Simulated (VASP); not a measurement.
All values below come from HSE06 screened hybrid, VASP's PBE PAW potentials (set 64) (plane waves; VASP).

The input files of a VASP run:

KPOINTS:
```
Automatic mesh
0
Gamma
1 1 1
0 0 0
```

### POSCAR
```
F atom
1
   12.0000000000     0.0000000000     0.0000000000
    0.0000000000    12.5000000000     0.0000000000
    0.0000000000     0.0000000000    13.0000000000
F
1
Direct
  0.0000000000   0.0000000000   0.0000000000
```

**INCAR**
```
! general
SYSTEM    =  F atom
PREC      =  Normal
ENCUT     =  520
LREAL     =  .FALSE.
LASPH     =  .TRUE.
ISYM      =  0

! electronic loop
EDIFF     =  1E-6
NELM      =  200
ALGO      =  All

! smearing
ISMEAR    =  0
SIGMA     =  0.01

! functional
GGA       =  PE
LHFCALC   =  .TRUE.
AEXX      =  0.25
HFSCREEN  =  0.2
PRECFOCK  =  Fast

! spin
ISPIN     =  2
MAGMOM    =  1
NUPDOWN   =  1

! output
LWAVE     =  .FALSE.
LCHARG    =  .FALSE.
LORBIT    =  10
```

POTCAR, in this order: F (PBE.64 set). Program: vasp_gam. Read from the step before: WAVECAR.

The resulting files:

**OSZICAR**
```
       N       E                     dE             d eps       ncg     rms           ort
SDA:   1    -0.856388356306E+00   -0.85639E+00    0.00000E+00     8   0.762E-01   0.000E+00
CGA:   2    -0.875429217405E+00   -0.19041E-01   -0.19024E-01     8   0.344E+00   0.314E-03
SDA:   3    -0.199283204645E+01   -0.11174E+01   -0.11549E+01     8   0.347E+02  -0.448E+00
CGA:   4    -0.236487190849E+01   -0.37204E+00   -0.37023E+01     8   0.475E+00   0.703E+00
CGA:   5    -0.249473830140E+01   -0.12987E+00   -0.12944E+00     8   0.119E+00   0.468E-02
CGA:   6    -0.251755247089E+01   -0.22814E-01   -0.22817E-01     8   0.473E-01   0.105E-03
CGA:   7    -0.252811224267E+01   -0.10560E-01   -0.10558E-01     8   0.915E-02   0.855E-04
CGA:   8    -0.253018175586E+01   -0.20695E-02   -0.20698E-02     8   0.248E-02  -0.830E-05
CGA:   9    -0.253075113872E+01   -0.56938E-03   -0.56924E-03     8   0.688E-03   0.610E-05
CGA:  10    -0.253091964711E+01   -0.16851E-03   -0.16832E-03     8   0.215E-03   0.551E-05
CGA:  11    -0.253097007856E+01   -0.50431E-04   -0.50381E-04     8   0.512E-04   0.261E-05
CGA:  12    -0.253098324153E+01   -0.13163E-04   -0.13096E-04     8   0.125E-04   0.177E-05
CGA:  13    -0.253098650195E+01   -0.32604E-05   -0.32193E-05     8   0.368E-05   0.132E-05
CGA:  14    -0.253098734690E+01   -0.84495E-06   -0.85507E-06     8   0.830E-06   0.849E-06
   1 F= -.25309873E+01 E0= -.25309873E+01  d E =-.232119E-60  mag=     1.0000
```

OUTCAR:
```
------------------------ aborting loop because EDIFF is reached ----------------------------------------
  volume of cell :     1950.00
      direct lattice vectors                 reciprocal lattice vectors
    12.000000000  0.000000000  0.000000000     0.083333333  0.000000000  0.000000000
     0.000000000 12.500000000  0.000000000     0.000000000  0.080000000  0.000000000
     0.000000000  0.000000000 13.000000000     0.000000000  0.000000000  0.076923077
 POSITION                                       TOTAL-FORCE (eV/Angst)
 -----------------------------------------------------------------------------------
      0.00000      0.00000      0.00000        -0.000001      0.000006      0.000001
 -----------------------------------------------------------------------------------
    total drift:                               -0.000001      0.000006      0.000001
  FREE ENERGIE OF THE ION-ELECTRON SYSTEM (eV)
  ---------------------------------------------------
  free  energy   TOTEN  =        -2.5309873469 eV

  energy  without entropy=       -2.5309873469  energy(sigma->0) =       -2.53098735

  exchange ACFDT corr.  =         0.00000000  see jH, gK, PRB 81, 115126

 total charge

# of ion       s       p       d       tot
------------------------------------------
    1        1.769   4.017   0.000   5.786

 magnetization (x)

# of ion       s       p       d       tot
------------------------------------------
    1        0.006   0.845   0.000   0.851
```
(Selected blocks of OUTCAR.)

The atom may not be in its lowest state.

The cell is a free atom in a box.
